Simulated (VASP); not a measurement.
Here is the system:

```xyz
3
Lattice="2.0676 -3.5812 0.0000 2.0676 3.5812 0.0000 0.0000 0.0000 4.9650" Properties=species:S:1:pos:R:3 pbc="T T T"
Se     0.4847     0.8395     3.3100
Se     3.1658     0.0000     0.0000
Se     0.4847    -0.8395     1.6550
```

Method: AM05 GGA, VASP's PBE PAW potentials (set 64) (plane waves; VASP). Run with 520 eV cut-off, 6×6×5 Γ-centred mesh, Gaussian smearing of 0.050 eV, potentials Se.

Without a dispersion term in the relaxation, distances and binding between the weakly bound layers, chains or molecules are unreliable, and so is what depends on them.

### Question
The ions and cell shape at fixed volume are relaxed. What does this cell relax into?

### Answer

```xyz
3
Lattice="2.0427 -3.5380 0.0000 2.0427 3.5380 0.0000 0.0000 0.0000 5.0870" Properties=species:S:1:pos:R:3 pbc="T T T"
Se     2.5418    -2.6736     3.3913
Se     3.0872     0.0000     0.0000
Se     2.5418     2.6736     1.6957
```
Space group P3_121 (152), at a tolerance of 0.03 Å.

### Question
How much energy does the relaxation gain?

### Answer
The energy (σ→0) changes by -15.2 meV/atom, in 7 ionic steps.

The compound is Se in the trig structure. This cell is one point of a volume scan, at 0.94 of the reference volume. Symmetry was kept, so distortions that lower it aren't found.
